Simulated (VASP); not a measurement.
Crystal: MnSb.

```
CELL_PARAMETERS angstrom
4.13000 0.00000 0.00000
-2.06500 3.57668 0.00000
0.00000 0.00000 5.80000
ATOMIC_POSITIONS crystal
Sb 0.33333 0.66667 0.25000
Sb 0.66667 0.33333 0.75000
Mn 0.00000 0.00000 0.00000
Mn 0.00000 0.00000 0.50000
```

Base run:

| Item | Value |
| --- | --- |
| Program | VASP 6.6.1 |
| Functional | PBE |
| Potentials or basis | VASP PAW PBE potentials, release 64 (Sb, Mn_pv) |
| Cutoff | 520 eV |
| k mesh | 8 × 8 × 5 |
| Occupations | gaussian, width 0.05 eV |
| Spin | collinear spin, typed start |
| Starting moments | [0.0, 0.0, 4.5, -4.5] μB |

Its results: band gap on the k mesh none (metal or under the smearing width); pressure -3.4 GPa; net moment 0.00 μB per cell; site moments Sb +0.00; Mn +3.32, -3.32 μB.

Problem. The run is repeated on the same cell with these changes: moments at the start from [0.0, 0.0, 4.5, -4.5] to [0.0, 0.0, 4.5, 4.5]. What comes out?

Solution. Band gap on the k mesh none (metal or under the smearing width); pressure -2.7 GPa; net moment 6.71 μB per cell; site moments Sb -0.13; Mn +3.40 μB.

Not every run made on this cell is shown here.
